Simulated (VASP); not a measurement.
# Mg6MnSi (Amm2) in VASP: equation of state

How stiff is Mg6MnSi in PBE, and what volume does it want? The cell is scaled to several volumes.

All numbers are computed with VASP 6.6.1; they aren't measurements. Logs are shortened: lines on timing, memory, paths and dates and some standing lists are left out, and cuts for length are marked.

### 1 The structure

It takes space group Amm2 (No. 38, orthorhombic). Conventional cell: a = 4.789 Å, b = 6.189 Å, c = 10.609 Å, α = 90.00°, β = 90.00°, γ = 90.00°. Mn (site symmetry mm2) is surrounded by 2 Si at 2.83 Å and 10 Mg at 2.93 to 3.21 Å. Si (site symmetry mm2) is surrounded by 2 Mn at 2.83 Å and 8 Mg at 2.86 to 3.10 Å. Mg (site symmetry mm2) has 10 Mg at 2.98 to 3.09 Å and 2 Si at 3.10 Å as nearest neighbours. Mg (site symmetry m) has 2 Si at 2.86 to 3.28 Å and 2 Mn at 2.97 Å and 8 Mg at 2.99 to 3.20 Å as nearest neighbours. Around Mg (site symmetry mm2) lie 10 Mg at 2.98 to 3.07 Å and 2 Mn at 3.10 Å. Mg (site symmetry m) is surrounded by 2 Mn at 2.93 to 3.21 Å and 8 Mg at 2.99 to 3.16 Å and 2 Si at 3.01 Å.

The cell comes from a database or a generator and needn't be the stable form of this composition.

### 2 Equation of state, PBE, collinear spin, ferromagnetic start, 18.47 Å³/atom (volume scaled by 0.94)

The input, INCAR:

```
ALGO = Normal ; EDIFF = 1E-7
ENCUT = 520 ; GGA = PE
ISIF = 2 ; ISMEAR = -1
ISPIN = 2 ; LASPH = True
LCHARG = False ; LMAXMIX = 4
LORBIT = 11 ; LREAL = False
LWAVE = False ; MAGMOM = 4 0 0 0 0 0 0 0
NBANDS = 28 ; NELM = 120
PREC = Accurate ; SIGMA = 0.05
```

The input, KPOINTS:

```
k-points
0
Gamma
  6 5 5
```

The input, POSCAR:

```
Mg6MnSi
1.0
    4.6908705298      0.0000000000      0.0000000000
    0.0000000000      3.0315672528      5.1960200658
    0.0000000000     -3.0315672528      5.1960200658
Mn Si Mg
1 1 6
Direct
    0.0000000000      0.8225860000      0.8225860000
    0.5000000000      0.6812450000      0.6812450000
    0.5000000000      0.1667360000      0.1667360000
    0.5000000000      0.6699020000      0.1525760000
    0.5000000000      0.1525760000      0.6699020000
    0.0000000000      0.3342300000      0.3342300000
    0.0000000000      0.8310730000      0.3416530000
    0.0000000000      0.3416530000      0.8310730000
```

Potentials or basis: VASP PAW PBE potentials, release 64 (Mn_pv, Si, Mg).

The run is started by

```sh
> cat potpaw_PBE.64/Mn_pv/POTCAR potpaw_PBE.64/Si/POTCAR potpaw_PBE.64/Mg/POTCAR > POTCAR
> mpirun -np 1 vasp_std > vasp.out
```

OUTCAR:

```text
EDIFF = 1E-7
   ENCUT = 520
   GGA = PE
   ISIF = 2
   ISMEAR = -1
   ISPIN = 2
   LASPH = True
   LORBIT = 11
   LREAL = False
   NELM = 120
   PREC = Accurate

 Found     36 irreducible k-points:

 Following reciprocal coordinates:
            Coordinates               Weight
  0.000000  0.000000  0.000000      1.000000
  0.166667  0.000000  0.000000      2.000000
  0.333333  0.000000  0.000000      2.000000
  0.500000  0.000000  0.000000      1.000000
  0.000000  0.200000 -0.000000      4.000000
  0.166667  0.200000 -0.000000      8.000000
   k-points           NKPTS =     36   k-points in BZ     NKDIM =     36   number of bands    NBANDS=     28
   number of dos      NEDOS =    301   number of ions     NIONS =      8
   total plane-waves  NPLWV =  82944
   dimension x,y,z NGX =    36 NGY =   48 NGZ =   48
   dimension x,y,z NGXF=    72 NGYF=   96 NGZF=   96
   ions per type =               1   1   6
   NGX,Y,Z   is equivalent  to a cutoff of  12.76, 13.26, 13.26 a.u.
   NGXF,Y,Z  is equivalent  to a cutoff of  25.52, 26.53, 26.53 a.u.
 SYSTEM =  unknown system
   PREC   = accura    normal or accurate (medium, high low for compatibility)
   ISTART =      0    job   : 0-new  1-cont  2-samecut
   ICHARG =      2    charge: 1-file 2-atom 10-const
   ISPIN  =      2    spin polarized calculation?
   LNONCOLLINEAR =      F non collinear calculations
   LSORBIT =      F    spin-orbit coupling
   LASPH  =      T    aspherical Exc in radial PAW
   ENCUT  =  520.0 eV  38.22 Ry    6.18 a.u.   8.72 11.19 11.19*2*pi/ulx,y,z
   NELM   =    120;   NELMIN=  2; NELMDL= -5     # of ELM steps
   EDIFF  = 0.1E-06   stopping-criterion for ELM
   LREAL  =      F    real-space projection
   EDIFFG = 0.1E-05   stopping-criterion for IOM
   NSW    =      0    number of steps for IOM
   IBRION =     -1    ionic relax: 0-MD 1-quasi-New 2-CG
   NFREE  =      0    steps in history (QN), initial steepest desc. (CG)
   ISIF   =      2    stress and relaxation
   ISYM   =      2    0-nonsym 1-usesym 2-fastsym
   POTIM  = 0.5000    time-step for ionic-motion
   TEBEG  =    0.0;   TEEND  =   0.0 temperature during run
   PSTRESS=    0.0 pullay stress
   NELECT =      29.0000    total number of electrons
   NUPDOWN=      -1.0000    fix difference up-down
   EMIN   =  10.00;   EMAX   =-10.00  energy-range for DOS
   EFERMI =   0.00;   METHOD = LEGACY
   ISMEAR =    -1;   SIGMA  =   0.05  broadening in eV -4-tet -1-fermi 0-gaus
   EFERMI_NEDOS =   21; number of points for ismear=-14 and -15
   IALGO  =     38    algorithm
   IMIX   =      4    mixing-type and parameters
     AMIX     =   0.40;   BMIX     =  1.00
     AMIX_MAG =   1.60;   BMIX_MAG =  1.00
  volume/ion in A,a.u.               =      18.47       124.66
  Fermi-wavevector in a.u.,A,eV,Ry     =   0.951335  1.797763 12.313805  0.905039
  Thomas-Fermi vector in A             =   2.079796
   LORBIT       =     11    0 simple, 1 ext, 2 COOP (PROOUT), +10 PAW based schemes
   GGA     = PE    functional components
   LHFCALC =     F    Hartree Fock is set to
   AEXX    =    0.0000 exact exchange contribution
   IVDW    =     0    specifies the selected vdW correction
   LEPSILON=     F    determine dielectric tensor
   LRPA    =     F    only Hartree local field effects (RPA)
 spin polarized calculation
  energy-cutoff  :      520.00
  volume of cell :      147.78
 maximum number of plane-waves:      4010
 NGX is ok and might be reduce to    36
   NGX = 17   NGY = 23   NGZ = 23

 number of electron      28.9999986 magnetization       3.1921244

 Free energy of the ion-electron system (eV)
  ---------------------------------------------------
  ext. energy  EPLUGINS =         0.00000000
  ---------------------------------------------------
  free energy    TOTEN  =       -22.49271717 eV

  energy without entropy =      -22.46361607  energy(sigma->0) =      -22.47816662

 E-fermi :   4.4073     XC(G=0):  -9.5143

 val. band max:        4.4031929650   @ k =   0.0000   0.2000  -0.0000
 cond. band min:       4.4156233282   @ k =   0.0000   0.4000   0.4000
 fundamental gap:      0.0124303632
 Fermi energy:         4.4073222438

 spin component 1

 k-point     1 :       0.0000    0.0000    0.0000
  band No.  band energies     occupation
      1     -45.3200      1.00000
      2     -45.2374      1.00000
      3     -45.1895      1.00000
      4      -4.6826      1.00000
      5      -0.5941      1.00000
      6       0.4828      1.00000
[... 18 lines left out ...]
     25       8.4918      0.00000
     26       8.9547      0.00000

 k-point     2 :       0.1667    0.0000    0.0000
  band No.  band energies     occupation
      1     -45.3201      1.00000
      2     -45.2374      1.00000
      3     -45.1895      1.00000
      4      -4.5313      1.00000
      5      -0.6966      1.00000
      6       0.6434      1.00000
[... 18 lines left out ...]
     25       9.7704      0.00000
[... 48 lines left out ...]
     26       9.1043      0.00000

 [... further k-points ...]

 spin component 2

 k-point     1 :       0.0000    0.0000    0.0000
  band No.  band energies     occupation
      1     -41.8120      1.00000
      2     -41.7486      1.00000
      3     -41.7206      1.00000
      4      -4.6842      1.00000
      5      -0.5704      1.00000
      6       0.8243      1.00000
[... 18 lines left out ...]
     25       8.8670      0.00000
     26       9.3558      0.00000

 k-point     2 :       0.1667    0.0000    0.0000
  band No.  band energies     occupation
      1     -41.8120      1.00000
      2     -41.7485      1.00000
      3     -41.7206      1.00000
      4      -4.5379      1.00000
      5      -0.6590      1.00000
      6       0.9231      1.00000
[... 18 lines left out ...]
     25       9.7964      0.00000
     26      10.0221      0.00000

 k-point     3 :       0.3333    0.0000    0.0000
  band No.  band energies     occupation
      1     -41.8121      1.00000
      2     -41.7486      1.00000
      3     -41.7206      1.00000
      4      -4.1601      1.00000
      5      -1.2750      1.00000
      6       0.6855      1.00000
[... 18 lines left out ...]
     25      10.8391      0.00000
     26      11.7644      0.00000

 k-point     4 :       0.5000    0.0000    0.0000
  band No.  band energies     occupation
      1     -41.8122      1.00000
      2     -41.7485      1.00000
      3     -41.7206      1.00000
      4      -3.8845      1.00000
      5      -1.7603      1.00000
      6       0.8602      1.00000
[... 18 lines left out ...]
     25      10.8865      0.00000
     26      11.3690      0.00000

 k-point     5 :       0.0000    0.2000   -0.0000
  band No.  band energies     occupation
      1     -41.8120      1.00000
      2     -41.7486      1.00000
      3     -41.7206      1.00000
      4      -4.5436      1.00000
      5      -1.1822      1.00000
      6       0.4490      1.00000
[... 18 lines left out ...]
     25       8.9580      0.00000
     26       9.3255      0.00000

 k-point     6 :       0.1667    0.2000   -0.0000
  band No.  band energies     occupation
      1     -41.8120      1.00000
      2     -41.7486      1.00000
      3     -41.7206      1.00000
      4      -4.4019      1.00000
      5      -1.0937      1.00000
      6       0.4372      1.00000
[... 18 lines left out ...]
     25       9.0194      0.00000
     26       9.4121      0.00000

 [... further k-points ...]

 [bands above 26 left out]

------------------------ aborting loop because EDIFF is reached ----------------------------------------

  FORCE on cell =-STRESS in cart. coord.  units (eV):
  Direction    XX          YY          ZZ          XY          YZ          ZX
  --------------------------------------------------------------------------------------
  -------------------------------------------------------------------------------------
  Total        2.7836737      2.9388990      3.0704953      0.0000000      0.0000000      0.0000000
  in kB       30.1791799     31.8620543     33.2887550      0.0000000      0.0000000      0.0000000
  external PRESSURE =      31.7766630 kB  Pullay stress =       0.0000000 kB

 VOLUME and BASIS-vectors are now :
 -----------------------------------------------------------------------------
  energy-cutoff  :      520.00
  volume of cell :      147.78
      direct lattice vectors                 reciprocal lattice vectors
     4.690870530  0.000000000  0.000000000     0.213180047  0.000000000  0.000000000
     0.000000000  3.031567253  5.196020066     0.000000000  0.164931192  0.096227496
     0.000000000 -3.031567253  5.196020066     0.000000000 -0.164931192  0.096227496

 POSITION                                       TOTAL-FORCE (eV/Angst)
 -----------------------------------------------------------------------------------
      0.00000      0.00000      8.54835         0.000000      0.000000      0.042397
      2.34544      0.00000      7.07953         0.000000      0.000000     -0.120448
      2.34544      0.00000      1.73273         0.000000      0.000000      0.021007
      2.34544      1.56831      4.27361         0.000000     -0.065292      0.073428
      2.34544     -1.56831      4.27361         0.000000      0.065292      0.073428
      0.00000      0.00000      3.47333         0.000000      0.000000      0.003880
      0.00000      1.48371      6.09351         0.000000      0.034624     -0.046846
      0.00000     -1.48371      6.09351         0.000000     -0.034624     -0.046846
 -----------------------------------------------------------------------------------
    total drift:                               -0.000000     -0.000000     -0.000354

  FREE ENERGIE OF THE ION-ELECTRON SYSTEM (eV)
  ---------------------------------------------------
  free  energy   TOTEN  =       -22.4927171704 eV

  energy  without entropy=      -22.4636160700  energy(sigma->0) =      -22.47816662

 total charge

# of ion       s       p       d       tot
------------------------------------------
    1        0.287   6.180   5.013  11.481
    2        0.794   0.786   0.000   1.580
    3        0.222   0.152   0.021   0.394
    4        0.211   0.156   0.021   0.388
    5        0.211   0.156   0.021   0.388
    6        0.218   0.175   0.016   0.408
    7        0.206   0.154   0.021   0.381
    8        0.206   0.154   0.021   0.381
--------------------------------------------------
tot          2.356   7.913   5.134  15.402

 magnetization (x)

# of ion       s       p       d       tot
------------------------------------------
    1        0.035   0.031   3.277   3.344
    2        0.004  -0.033   0.000  -0.029
    3        0.006   0.004  -0.001   0.008
    4       -0.012  -0.005  -0.001  -0.017
    5       -0.012  -0.005  -0.001  -0.017
    6       -0.008  -0.009  -0.000  -0.017
    7       -0.008  -0.005  -0.001  -0.014
    8       -0.008  -0.005  -0.001  -0.014
--------------------------------------------------
tot         -0.002  -0.027   3.274   3.244
```

It took 4.9 min on 1 thread of Intel Xeon 6975P-C (Granite Rapids), shared host; peak memory 0.47 GiB.

Results:

| Property | Result |
| --- | --- |
| Free energy | -22.4927 eV |
| Pressure | 3.2 GPa |
| Largest force | 0.120 eV/Å |
| Band gap on the k mesh | none (metal or under the smearing width) |
| Net moment | 3.19 μB per cell |
| Site moments | Mn +3.34; Si -0.03; Mg +0.01, -0.02, -0.01 μB |
| Valence electrons inside the program's atomic spheres | Mn 11.48; Si 1.58; Mg 0.39, 0.41, 0.38 |

### 3 Equation of state, PBE, collinear spin, ferromagnetic start, 18.87 Å³/atom (volume scaled by 0.96)

The input, INCAR:

```
PREC = Accurate
ENCUT = 520
EDIFF = 1E-7
ISMEAR = -1
SIGMA = 0.05
LREAL = F
LASPH = T
NELM = 120
ALGO = Normal
ISIF = 2
LWAVE = F
LCHARG = F
ISPIN = 2
MAGMOM = 4 0 0 0 0 0 0 0
LORBIT = 11
LMAXMIX = 4
GGA = PE
NBANDS = 28
```

The input, KPOINTS:

```
regular mesh
0
Gamma
  6 5 5
```

POSCAR, as its differences from that of step 2:

```diff
@@ -2,5 +2,5 @@
 1.0
-    4.6908705298      0.0000000000      0.0000000000
-    0.0000000000      3.0315672528      5.1960200658
-    0.0000000000     -3.0315672528      5.1960200658
+    4.7239059178      0.0000000000      0.0000000000
+    0.0000000000      3.0529170214      5.2326129621
+    0.0000000000     -3.0529170214      5.2326129621
 Mn Si Mg
```

Potentials or basis: VASP PAW PBE potentials, release 64 (Mn_pv, Si, Mg).

The run is started by

```sh
> cat potpaw_PBE.64/Mn_pv/POTCAR potpaw_PBE.64/Si/POTCAR potpaw_PBE.64/Mg/POTCAR > POTCAR
> mpirun -np 1 vasp_std > vasp.out
```

Run time: 3.6 min. Hardware: 1 thread of Intel Xeon 6975P-C (Granite Rapids), shared host; peak memory 0.47 GiB.

Results (log left out):

- Free energy: -22.5437 eV
- Pressure: 2.0 GPa
- Largest force: 0.091 eV/Å
- Band gap on the k mesh: none (metal or under the smearing width)
- Net moment: 3.25 μB per cell
- Site moments: Mn +3.40; Si -0.03; Mg +0.01, -0.02, -0.01 μB
- Valence electrons inside the program's atomic spheres: Mn 11.46; Si 1.57; Mg 0.39, 0.38, 0.40, 0.37

### 4 Equation of state, PBE, collinear spin, ferromagnetic start, 19.26 Å³/atom (volume scaled by 0.98)

The input, INCAR:

```
ALGO = Normal
EDIFF = 1E-7
ENCUT = 520
GGA = PE
ISIF = 2
ISMEAR = -1
ISPIN = 2
LASPH = True
LCHARG = False
LMAXMIX = 4
LORBIT = 11
LREAL = False
LWAVE = False
MAGMOM = 4 0 0 0 0 0 0 0
NBANDS = 28
NELM = 120
PREC = Accurate
SIGMA = 0.05
```

The input, KPOINTS:

```
k-points
0
Gamma
  6 5 5
```

POSCAR, as its differences from that of step 3:

```diff
@@ -2,5 +2,5 @@
 1.0
-    4.7239059178      0.0000000000      0.0000000000
-    0.0000000000      3.0529170214      5.2326129621
-    0.0000000000     -3.0529170214      5.2326129621
+    4.7564856088      0.0000000000      0.0000000000
+    0.0000000000      3.0739722869      5.2687010884
+    0.0000000000     -3.0739722869      5.2687010884
 Mn Si Mg
```

The run is started by

```sh
> cat potpaw_PBE.64/Mn_pv/POTCAR potpaw_PBE.64/Si/POTCAR potpaw_PBE.64/Mg/POTCAR > POTCAR
> mpirun -np 1 vasp_std > vasp.out
```

Wall time 5.3 min (1 thread of Intel Xeon 6975P-C (Granite Rapids), shared host); peak memory 0.49 GiB.

It converged, with:

| Item | Value |
| --- | --- |
| Free energy | -22.5729 eV |
| Pressure | 0.9 GPa |
| Largest force | 0.064 eV/Å |
| Band gap on the k mesh | none (metal or under the smearing width) |
| Net moment | 3.29 μB per cell |
| Site moments | Mn +3.46; Si -0.03; Mg +0.01, -0.02, -0.01 μB |
| Valence electrons inside the program's atomic spheres | Mn 11.45; Si 1.57; Mg 0.38, 0.39, 0.37 |

### 5 Equation of state, PBE, collinear spin, ferromagnetic start, 20.04 Å³/atom (volume scaled by 1.02)

The input, INCAR:

```
SYSTEM = Mg6MnSi
PREC = Accurate
ENCUT = 520
EDIFF = 1E-7
ISMEAR = -1
SIGMA = 0.05
LREAL = .FALSE.
LASPH = .TRUE.
NELM = 120
ALGO = Normal
ISIF = 2
LWAVE = .FALSE.
LCHARG = .FALSE.
ISPIN = 2
MAGMOM = 4 0 0 0 0 0 0 0
LORBIT = 11
LMAXMIX = 4
GGA = PE
NBANDS = 28
```

The input, KPOINTS:

```
regular mesh
0
G
  6 5 5
  0 0 0
```

POSCAR, as its differences from that of step 4:

```diff
@@ -2,5 +2,5 @@
 1.0
-    4.7564856088      0.0000000000      0.0000000000
-    0.0000000000      3.0739722869      5.2687010884
-    0.0000000000     -3.0739722869      5.2687010884
+    4.8203386726      0.0000000000      0.0000000000
+    0.0000000000      3.1152385841      5.3394303483
+    0.0000000000     -3.1152385841      5.3394303483
 Mn Si Mg
```

The run is started by

```sh
> cat potpaw_PBE.64/Mn_pv/POTCAR potpaw_PBE.64/Si/POTCAR potpaw_PBE.64/Mg/POTCAR > POTCAR
> mpirun -np 1 vasp_std > vasp.out
```

Run time: 5.6 min. Hardware: 1 thread of Intel Xeon 6975P-C (Granite Rapids), shared host; peak memory 0.48 GiB.

It converged, with:

| Quantity | Value |
| --- | --- |
| Free energy | -22.5738 eV |
| Pressure | -0.9 GPa |
| Largest force | 0.033 eV/Å |
| Band gap on the k mesh | none (metal or under the smearing width) |
| Net moment | 3.37 μB per cell |
| Site moments | Mn +3.55; Si -0.03; Mg +0.01, -0.02, -0.01 μB |
| Valence electrons inside the program's atomic spheres | Mn 11.42; Si 1.56; Mg 0.37, 0.36, 0.38 |

### 6 Equation of state, PBE, collinear spin, ferromagnetic start, 20.44 Å³/atom (volume scaled by 1.04)

The input, INCAR:

```
SYSTEM = Mg6MnSi
ALGO = Normal
EDIFF = 1E-7
ENCUT = 520
GGA = PE
ISIF = 2
ISMEAR = -1
ISPIN = 2
LASPH = .TRUE.
LCHARG = .FALSE.
LMAXMIX = 4
LORBIT = 11
LREAL = .FALSE.
LWAVE = .FALSE.
MAGMOM = 4 0 0 0 0 0 0 0
NBANDS = 28
NELM = 150
PREC = Accurate
SIGMA = 0.05
```

The input, KPOINTS:

```
k-points
0
G
  6 5 5
  0 0 0
```

POSCAR, as its differences from that of step 5:

```diff
@@ -2,5 +2,5 @@
 1.0
-    4.8203386726      0.0000000000      0.0000000000
-    0.0000000000      3.1152385841      5.3394303483
-    0.0000000000     -3.1152385841      5.3394303483
+    4.8516404501      0.0000000000      0.0000000000
+    0.0000000000      3.1354679729      5.3741029454
+    0.0000000000     -3.1354679729      5.3741029454
 Mn Si Mg
```

Potentials or basis: VASP PAW PBE potentials, release 64 (Mn_pv, Si, Mg).

The run is started by

```sh
> cat potpaw_PBE.64/Mn_pv/POTCAR potpaw_PBE.64/Si/POTCAR potpaw_PBE.64/Mg/POTCAR > POTCAR
> mpirun -np 1 vasp_std > vasp.out
```

It took 5.1 min on 1 thread of Intel Xeon 6975P-C (Granite Rapids), shared host; peak memory 0.49 GiB.

It converged, with:

```yaml
Free_energy: -22.5490 eV
Pressure: -1.7 GPa
Largest_force: 0.035 eV/Å
Band_gap_on_the_k_mesh: none (metal or under the smearing width)
Net_moment: 3.40 μB per cell
Site_moments: Mn +3.59; Si -0.03; Mg +0.01, -0.02, -0.01 μB
Valence_electrons_inside_the_program's_atomic_spheres: Mn 11.40; Si 1.55; Mg 0.36, 0.38, 0.35
```

### 7 Equation of state, PBE, collinear spin, ferromagnetic start, 20.83 Å³/atom (volume scaled by 1.06)

The input, INCAR:

```
SYSTEM = Mg6MnSi
ALGO = Normal ; EDIFF = 1E-7
ENCUT = 520 ; GGA = PE
ISIF = 2 ; ISMEAR = -1
ISPIN = 2 ; LASPH = .TRUE.
LCHARG = .FALSE. ; LMAXMIX = 4
LORBIT = 11 ; LREAL = .FALSE.
LWAVE = .FALSE. ; MAGMOM = 4 0 0 0 0 0 0 0
NBANDS = 28 ; NELM = 150
PREC = Accurate ; SIGMA = 0.05
```

KPOINTS is that of step 6.

POSCAR, as its differences from that of step 6:

```diff
@@ -2,5 +2,5 @@
 1.0
-    4.8516404501      0.0000000000      0.0000000000
-    0.0000000000      3.1354679729      5.3741029454
-    0.0000000000     -3.1354679729      5.3741029454
+    4.8825434518      0.0000000000      0.0000000000
+    0.0000000000      3.1554396449      5.4083338234
+    0.0000000000     -3.1554396449      5.4083338234
 Mn Si Mg
```

The run is started by

```sh
> cat potpaw_PBE.64/Mn_pv/POTCAR potpaw_PBE.64/Si/POTCAR potpaw_PBE.64/Mg/POTCAR > POTCAR
> mpirun -np 1 vasp_std > vasp.out
```

It took 5.3 min on 1 thread of Intel Xeon 6975P-C (Granite Rapids), shared host; peak memory 0.5 GiB.

The run converged. Its results:

```yaml
Free_energy: -22.5094 eV
Pressure: -2.4 GPa
Largest_force: 0.035 eV/Å
Band_gap_on_the_k_mesh: none (metal or under the smearing width)
Net_moment: 3.44 μB per cell
Site_moments: Mn +3.63; Si -0.03; Mg +0.01, -0.02, -0.01 μB
Valence_electrons_inside_the_program's_atomic_spheres: Mn 11.39; Si 1.55; Mg 0.36, 0.35, 0.37
```

### 8 Equation of state, PBE, collinear spin, ferromagnetic start

Potentials or basis: VASP PAW PBE potentials, release 64 (Mn_pv, Si, Mg).

This step only gathers the single runs of the series.

Results:

```
Equilibrium volume                        : 19.66 Å³/atom
Bulk modulus at fixed shape and positions : 46 GPa
Pressure derivative of the bulk modulus   : 3.9
```

Energy against volume, from the lowest point:
```csv
volume (Å³/atom),energy (meV/atom)
18.473,11.21
18.866,4.83
19.259,1.18
19.652,0.00
20.045,1.07
20.438,4.17
20.831,9.12
```

Caveat: the cell was scaled at fixed shape and fractional positions, which overstates the stiffness of a crystal with free parameters, most of all of layers and chains.
